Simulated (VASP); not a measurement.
VASP input:

### INCAR
```
! general
SYSTEM  = ZnCdS2
PREC    = Accurate
ENCUT   = 400
LREAL   = .FALSE.   ! projection in real space or not
LASPH   = .TRUE.   ! aspherical one-centre terms

! electronic loop
EDIFF   = 1E-7
NELM    = 100   ! most electronic steps
ALGO    = Normal   ! blocked Davidson
LMAXMIX = 4   ! l cut-off of mixed one-centre charges

! smearing
ISMEAR  = -5   ! tetrahedra, Bloechl

! ions
ISIF    = 2   ! forces and stress, cell fixed

! output
LWAVE   = .FALSE.
LCHARG  = .TRUE.
LORBIT  = 11   ! lm-projected
NEDOS   = 601   ! DOS grid

! other
LEFG    = .TRUE.
```

### KPOINTS
```
Automatic mesh
0
Gamma
7 7 5
0 0 0
```

File POSCAR:
```
ZnCdS2
11.1909030
  0.3468557389   0.0000000000   0.0000000000
  0.0000000000   0.3468557389   0.0000000000
  0.0000000000   0.0000000000   0.5000000163
Zn Cd S
1 1 2
direct
  0.0000000000   0.0000000000   0.5000000000
  0.5000000000   0.5000000000   0.0000000000
  0.5000000000   0.0000000000   0.2761326080
  1.0000000000   0.5000000000   0.7238673920
```

POTCAR, in this order: Zn Cd S (LDA.64 set). Program: vasp_std.

Problem. Translate this LDA calculation to Ansatz.

Solution. One equivalent input (not run):
Ansatz 0.2 input:
```yaml
crystal:
  lattice:
    - [3.8816289, 0.0000000, 0.0000000]
    - [0.0000000, 3.8816289, 0.0000000]
    - [0.0000000, 0.0000000, 5.5954517]
  atoms:
    - { symbol: Zn, position: [0.0000000, 0.0000000, 0.5000000] }
    - { symbol: Cd, position: [0.5000000, 0.5000000, 0.0000000] }
    - { symbol: S, position: [0.5000000, 0.0000000, 0.2761326] }
    - { symbol: S, position: [1.0000000, 0.5000000, 0.7238674] }
kpoints:
  mp_grid: { grid: [7, 7, 5] }
hamiltonian:
  xc: lda
  pseudopotentials: { kind: paw }
scf:
  occupations: { method: tetrahedron }
  max_iter: 100
output: { forces: true, stress: true, eigenvalues: true }
```
What does not carry over: each code has its own PAW files, so the cut-off isn't converted (ENCUT is set for VASP's; basis.ecutwfc is left out, and Ansatz then takes the one that its files recommend); Ansatz stops its SCF on the density residual and VASP on the energy change (EDIFF); Ansatz's lda is the Perdew-Wang form, while the LDA potentials of VASP carry Perdew-Zunger's; the field gradients of LEFG aren't asked of the other code.

The structure comes from a computed database's ZnCdS2 entry (P-4m2); how it stands against other phases isn't given here. It was relaxed first, which changed the volume by -6 %.
